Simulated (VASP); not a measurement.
Level of theory: PBE GGA with D3 dispersion (zero damping), VASP's PBE PAW potentials (set 64) (plane waves; VASP 6.6.1).

The input files of a VASP run:

**INCAR**
```
SIGMA  =  0.05   ! width (eV)
ISIF  =  4   ! ions and shape, fixed volume
ENCUT  =  520
IVDW  =  11   ! D3, zero damping
IBRION  =  2   ! conjugate gradients
NELM  =  100
ISMEAR  =  0   ! Gaussian
SYSTEM  =  PbO2
ALGO  =  Normal
EDIFFG  =  -0.01   ! ionic stop
PREC  =  Accurate
LMAXMIX  =  4   ! l cut-off of mixed one-centre charges
NSW  =  30
GGA  =  PE   ! PBE
LCHARG  =  .FALSE.
LREAL  =  .FALSE.
LASPH  =  .TRUE.   ! aspherical one-centre terms
LWAVE  =  .FALSE.
EDIFF  =  1E-7
```

### KPOINTS
```
Automatic
0
G
 5 5 7
```

File POSCAR:
```
PbO2
1
    5.0873143922     0.0000000000     0.0000000000
    0.0000000000     5.0873143922     0.0000000000
    0.0000000000     0.0000000000     3.4792744267
Pb O
2 4
Direct
  0.0000000000   1.0000000000   0.0000000000
  0.5000000000   0.5000000000   0.5000000000
  0.3074297777   0.3074297777   0.0000000000
  0.8074297777   0.1925702223   0.5000000000
  0.1925702223   0.8074297777   0.5000000000
  0.6925702223   0.6925702223   1.0000000000
```

POTCAR, in this order: Pb_d O (PBE.64 set). Program: vasp_std.

The run wrote:

### OSZICAR
```
       N       E                     dE             d eps       ncg     rms          rms(c)
DAV:   1     0.684178162800E+03    0.68418E+03   -0.26426E+04  1488   0.199E+03
DAV:   2     0.572995614430E+02   -0.62688E+03   -0.60531E+03  1649   0.541E+02
DAV:   3    -0.337865429885E+02   -0.91086E+02   -0.88891E+02  1954   0.225E+02
DAV:   4    -0.373054126826E+02   -0.35189E+01   -0.35071E+01  1785   0.492E+01
DAV:   5    -0.374589161922E+02   -0.15350E+00   -0.15344E+00  2038   0.966E+00    0.138E+01
DAV:   6    -0.319092398334E+02    0.55497E+01   -0.26549E+01  2310   0.549E+01    0.479E+00
DAV:   7    -0.318936737719E+02    0.15566E-01   -0.17762E+00  1839   0.111E+01    0.277E+00
DAV:   8    -0.318881649310E+02    0.55088E-02   -0.49326E-01  2318   0.631E+00    0.120E+00
DAV:   9    -0.318593906427E+02    0.28774E-01   -0.11971E-01  2408   0.406E+00    0.143E-01
DAV:  10    -0.318612922262E+02   -0.19016E-02   -0.11680E-02  1670   0.655E-01    0.124E-01
DAV:  11    -0.318612194766E+02    0.72750E-04   -0.41178E-04  2363   0.217E-01    0.492E-02
DAV:  12    -0.318611971007E+02    0.22376E-04   -0.10387E-04  1812   0.682E-02    0.104E-02
DAV:  13    -0.318611978280E+02   -0.72734E-06   -0.47700E-06  2133   0.200E-02    0.450E-03
DAV:  14    -0.318611971384E+02    0.68956E-06   -0.32776E-06  2247   0.228E-02    0.272E-03
DAV:  15    -0.318611971875E+02   -0.49045E-07   -0.46104E-07  1736   0.554E-03
   1 F= -.32712471E+02 E0= -.32712219E+02  d E =-.327125E+02
       N       E                     dE             d eps       ncg     rms          rms(c)
DAV:   1    -0.318693868717E+02   -0.81897E-02   -0.79422E-01  1488   0.656E+00    0.460E-01
DAV:   2    -0.318670345445E+02    0.23523E-02   -0.32557E-02  1921   0.168E+00    0.275E-01
DAV:   3    -0.318643553509E+02    0.26792E-02   -0.37610E-03  2175   0.786E-01    0.452E-02
DAV:   4    -0.318644027467E+02   -0.47396E-04   -0.90292E-04  1994   0.223E-01    0.204E-02
DAV:   5    -0.318643981839E+02    0.45628E-05   -0.40955E-05  1915   0.677E-02    0.449E-03
DAV:   6    -0.318643990979E+02   -0.91402E-06   -0.85009E-06  1936   0.235E-02    0.328E-03
DAV:   7    -0.318643993174E+02   -0.21955E-06   -0.55105E-07  1633   0.869E-03    0.117E-03
DAV:   8    -0.318643993133E+02    0.41482E-08   -0.15807E-07  1115   0.509E-03
   2 F= -.32715701E+02 E0= -.32715488E+02  d E =-.323065E-02
       N       E                     dE             d eps       ncg     rms          rms(c)
DAV:   1    -0.318725480251E+02   -0.81487E-02   -0.10887E+00  1488   0.769E+00    0.540E-01
DAV:   2    -0.318692766980E+02    0.32713E-02   -0.44597E-02  1921   0.195E+00    0.323E-01
DAV:   3    -0.318655978113E+02    0.36789E-02   -0.51241E-03  2140   0.915E-01    0.537E-02
DAV:   4    -0.318656601918E+02   -0.62380E-04   -0.12346E-03  2016   0.260E-01    0.237E-02
DAV:   5    -0.318656542165E+02    0.59753E-05   -0.56900E-05  1944   0.804E-02    0.525E-03
DAV:   6    -0.318656553952E+02   -0.11787E-05   -0.11532E-05  1909   0.277E-02    0.380E-03
DAV:   7    -0.318656556993E+02   -0.30408E-06   -0.87630E-07  2091   0.106E-02    0.153E-03
DAV:   8    -0.318656557043E+02   -0.49977E-08   -0.21312E-07  1288   0.528E-03
   3 F= -.32717011E+02 E0= -.32716842E+02  d E =-.453977E-02
       N       E                     dE             d eps       ncg     rms          rms(c)
DAV:   1    -0.318656682467E+02   -0.12547E-04   -0.14962E-03  1502   0.285E-01    0.200E-02
DAV:   2    -0.318656635593E+02    0.46874E-05   -0.61233E-05  1936   0.732E-02    0.119E-02
DAV:   3    -0.318656584363E+02    0.51230E-05   -0.68319E-06  2175   0.341E-02    0.205E-03
DAV:   4    -0.318656585442E+02   -0.10791E-06   -0.16934E-06  2062   0.949E-03    0.892E-04
DAV:   5    -0.318656585807E+02   -0.36497E-07   -0.73373E-08   961   0.329E-03
   4 F= -.32717011E+02 E0= -.32716841E+02  d E =-.454029E-02
       N       E                     dE             d eps       ncg     rms          rms(c)
DAV:   1    -0.318658038226E+02   -0.14528E-03   -0.45336E-02  1496   0.151E+00    0.874E-02
DAV:   2    -0.318657776630E+02    0.26160E-04   -0.11620E-03  2303   0.328E-01    0.521E-02
DAV:   3    -0.318657177422E+02    0.59921E-04   -0.55872E-05  2273   0.912E-02    0.111E-02
DAV:   4    -0.318657158055E+02    0.19366E-05   -0.11668E-05  2304   0.294E-02    0.223E-03
DAV:   5    -0.318657158450E+02   -0.39441E-07   -0.32414E-07  1427   0.557E-03
   5 F= -.32717140E+02 E0= -.32716968E+02  d E =-.128634E-03
```

OUTCAR:
```
------------------------ aborting loop because EDIFF is reached ----------------------------------------
 Edisp (eV)   -0.85142
  FORCE on cell =-STRESS in cart. coord.  units (eV):
  Direction    XX          YY          ZZ          XY          YZ          ZX
  --------------------------------------------------------------------------------------
  Total      -1.67971    -1.67971    -1.71078     0.00000     0.00000     0.00000
  in kB     -29.88679   -29.88679   -30.43966     0.00000     0.00000     0.00000
  external pressure =      -30.07 kB  Pullay stress =        0.00 kB
  volume of cell :       90.05
      direct lattice vectors                 reciprocal lattice vectors
     5.111757578 -0.000000000  0.000000000     0.195627430 -0.000000000  0.000000000
     0.000000000  5.111757578  0.000000000     0.000000000  0.195627430  0.000000000
     0.000000000  0.000000000  3.446079887     0.000000000  0.000000000  0.290184799
 POSITION                                       TOTAL-FORCE (eV/Angst)
 -----------------------------------------------------------------------------------
      5.11176     -0.00000      0.00000        -0.000000      0.000000      0.000000
      2.55588      2.55588      1.72304        -0.000000      0.000000      0.000000
      1.57572      1.57572      0.00000        -0.005479     -0.005479      0.000000
      4.13160      0.98016      1.72304        -0.005479      0.005479     -0.000000
      0.98016      4.13160      1.72304         0.005479     -0.005479      0.000000
      3.53604      3.53604      0.00000         0.005479      0.005479     -0.000000
 -----------------------------------------------------------------------------------
    total drift:                                0.000000     -0.000000     -0.000000
  FREE ENERGIE OF THE ION-ELECTRON SYSTEM (eV)
  ---------------------------------------------------
  free  energy   TOTEN  =       -32.7171397767 eV

  energy  without entropy=      -32.7167957642  energy(sigma->0) =      -32.71696777

 reached required accuracy - stopping structural energy minimisation
```
(Selected blocks of OUTCAR.)

CONTCAR:
```
PbO2
   1.00000000000000
     5.1117575777228357   -0.0000000000000000    0.0000000000000000
     0.0000000000000000    5.1117575777228357    0.0000000000000000
     0.0000000000000000    0.0000000000000000    3.4460798873286111
  Pb              O
     2     4
Direct
     1.0000000000000000    0.0000000000000000    0.0000000000000000
     0.5000000000000000    0.5000000000000000    0.5000000000000000
     0.3082543523745875    0.3082543523745875    0.0000000000000000
     0.8082543523745874    0.1917456476254125    0.5000000000000000
     0.1917456476254125    0.8082543523745874    0.5000000000000000
     0.6917456476254126    0.6917456476254126    0.0000000000000000
```

The compound is PbO2 in the rutile structure. This cell is one point of a volume scan, at 1.03 of the reference volume. Symmetry was kept, so distortions that lower it aren't found.
